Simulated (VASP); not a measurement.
Al₂Cu (sg140): the formation energy from VASP (plane waves, PAW) at several levels of theory. The references are the elements' solids at the same level; no temperature or zero-point terms are added.

```
level   formation energy (eV/atom)
------  --------------------------
PBEsol                      -0.169
r2SCAN                      -0.156
```

The cell of the PBEsol run:

```xyz
6
Lattice="-3.0115 3.0115 2.3874 3.0115 -3.0115 2.3874 3.0115 3.0115 -2.3874" Properties=species:S:1:pos:R:3 pbc="T T T"
Al     0.9523     3.9638     0.0000
Al     2.0593     0.9523     0.0000
Al     0.9523     2.0593     2.3874
Al     2.0593    -0.9523     2.3874
Cu     0.0000     0.0000     3.5812
Cu     0.0000     0.0000     1.1937
```

Only levels that ran to the end are used. Left out are those held back, those with too coarse a band path, GW runs whose mesh misses a band edge, hybrids' fits of cells that aren't cubic and levels without matching references; a question may draw on a part of the rest.
